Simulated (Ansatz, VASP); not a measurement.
Sc3Ge: VASP beside Ansatz

```xyz
4
Lattice="4.3500 0.0000 0.0000 0.0000 4.3500 0.0000 0.0000 0.0000 4.3500" Properties=species:S:1:pos:R:3 pbc="T T T"
Sc    0.0000    2.1750    2.1750
Sc    2.1750    0.0000    2.1750
Sc    2.1750    2.1750    0.0000
Ge    0.0000    0.0000    0.0000
```

Alike in both runs: functional PBE; k mesh 10 × 10 × 10; occupations gaussian, width 0.1 eV; no spin polarisation.

Ansatz relaxed the structure, and its values are those at the end. VASP's run is a single point on that final structure, the one shown.

```csv
,VASP,Ansatz
version,VASP 6.6.1,Ansatz 0.2.0
potentials or method,"VASP PAW PBE potentials, release 64 (Sc_sv, Ge_d)","scalar-relativistic, plane waves, PAW"
plane-wave cutoff (eV),520,420
valence electrons in the cell,47,47
```

|  | VASP | Ansatz | Ansatz less VASP |
| --- | --- | --- | --- |
| gap on the k mesh at the Fermi level (eV) | none | none | - |
| pressure (GPa) | 0.1 | 0.0 | -0.09 |

A gap of «none» marks a metal or a gap that the smearing closes.
